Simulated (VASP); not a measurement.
Consider the following.

```xyz
5
Lattice="3.9846 0.0000 0.0000 0.0000 3.9846 0.0000 0.0000 0.0000 3.9846" Properties=species:S:1:pos:R:3 pbc="T T T"
K      0.0000     0.0000     0.0000
Mg     1.9923     1.9923     1.9923
F      1.9923     0.0000     1.9923
F      0.0000     1.9923     1.9923
F      1.9923     1.9923     0.0000
```

These are MS2 meta-GGA, VASP's PBE PAW potentials (set 64) (plane waves; VASP) values and carry that method's errors. Run with 520 eV cut-off, 6×6×6 Γ-centred mesh, tetrahedra with Blöchl corrections, potentials K_sv Mg F.

The cores are frozen, which limits the accuracy of field gradients.

Question: Give the principal components of the electric field gradient (V/Å²) and the asymmetry η at each nucleus.

Answer: 
```json
[
 {"atom": "K1", "Vxx": "0.0", "Vyy": "0.0", "Vzz": "0.0", "η": "-"},
 {"atom": "Mg2", "Vxx": "0.0", "Vyy": "0.0", "Vzz": "0.0", "η": "-"},
 {"atom": "F3", "Vxx": "-23.1", "Vyy": "-23.1", "Vzz": "46.2", "η": "0.00"},
 {"atom": "F4", "Vxx": "-23.1", "Vyy": "-23.1", "Vzz": "46.2", "η": "0.00"},
 {"atom": "F5", "Vxx": "-23.1", "Vyy": "-23.1", "Vzz": "46.2", "η": "0.00"}
]
```

The compound is KMgF3 in the cubic perovskite structure. It was relaxed first.
